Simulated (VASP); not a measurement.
Set up this calculation in VASP 6.6.1, as the native input.

* Task: relaxation of the atoms
* Functional: LDA
* Potentials or basis: VASP PAW LDA potentials, release 64 (Cs_sv, Ag, Bi_d, Br)
* Cutoff: 600 eV
* k mesh: 4 × 4 × 4
* Occupations: gaussian, width 0.03 eV
* Spin: no spin polarisation
* Further INCAR settings: ALGO = Fast; EDIFF = 1e-07; IBRION = 2; EDIFFG = -0.01; NSW = 40

The structure of Cs2AgBiBr6 lies in POSCAR:

```
Cs2AgBiBr6                              
1.0
    0.0000000000      5.5749868373      5.5749868373
    5.5749868373      0.0000000000      5.5749868373
    5.5749868373      5.5749868373      0.0000000000
  Cs              Ag              Bi              Br            
     2     1     1     6
Direct
     0.2500000000000000    0.2500000000000000    0.2500000000000000
     0.7500000000000000    0.7500000000000000    0.7500000000000000
     0.5000000000000000    0.5000000000000000    0.5000000000000000
     0.0000000000000000    1.0000000000000000    0.0000000000000000
     0.2554494307185128    0.7445505692814872    0.2554494307185128
     0.2554494307185128    0.7445505692814872    0.7445505692814872
     0.7445505692814872    0.2554494307185128    0.7445505692814872
     0.7445505692814872    0.2554494307185128    0.2554494307185128
     0.2554494307185128    0.2554494307185128    0.7445505692814872
     0.7445505692814872    0.7445505692814872    0.2554494307185128
```

The cell isn't the ideal one: a relaxed cell with its volume scaled by 1.04.

The input as run:

INCAR

```
PREC = Accurate ; ENCUT = 600
EDIFF = 1E-7 ; ISMEAR = 0
SIGMA = 0.03 ; LREAL = False
LASPH = True ; NELM = 80
ALGO = Fast ; ISIF = 2
LWAVE = False ; LCHARG = False
GGA = CA ; IBRION = 2
NSW = 40 ; EDIFFG = -0.01
KPAR = 2
```

KPOINTS

```
regular mesh
0
Gamma
  4 4 4
```

Potentials or basis: VASP PAW LDA potentials, release 64 (Cs_sv, Ag, Bi_d, Br).

Run with:

```console
$ cat potpaw_LDA.64/Cs_sv/POTCAR potpaw_LDA.64/Ag/POTCAR potpaw_LDA.64/Bi_d/POTCAR potpaw_LDA.64/Br/POTCAR > POTCAR
$ mpirun -np 2 vasp_std > vasp.out
```

It gave:

```
Energy gained by relaxing : 0.2 meV/atom
Ionic steps               : 3
Pressure after relaxing   : -1.2 GPa
Band gap on the k mesh    : 1.02 eV, indirect (least direct gap 2.28 eV)
```

Caveat: spin-orbit coupling is left out, which as a rule narrows the gap of such compounds by several tenths of an eV.

Wall time 2.4 min on 2 MPI ranks on Intel(R) Xeon(R) 6975P-C (Granite Rapids) (shared host), peak memory 0.53 GiB a rank.
